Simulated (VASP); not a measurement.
Data:

```
LiF
1.0
    0.00000     1.99342     1.99342
    1.99342     0.00000     1.99342
    1.99342     1.99342     0.00000
Li F
1 1
Direct
  0.00000   0.00000   0.00000
  0.50000   0.50000   0.50000
```

All values below come from revTPSS meta-GGA, VASP's PBE PAW potentials (set 64) (plane waves; VASP 6.6.1). Run with 520 eV cut-off, 11×11×11 Γ-centred mesh, Gaussian smearing of 0.050 eV, potentials Li_sv F.

Predict the energy per atom (σ→0), band gap (on the k-mesh) with the smallest direct gap where there is one.

```yaml
band gap (on the k-mesh): 9.46 eV
smallest direct gap (on the k-mesh): 9.46 eV
energy per atom (σ→0): -5.992 eV/atom
```

The absolute energy has meaning only against runs of the same code, potentials and settings.

The compound is LiF in the rock salt structure. It was relaxed first.
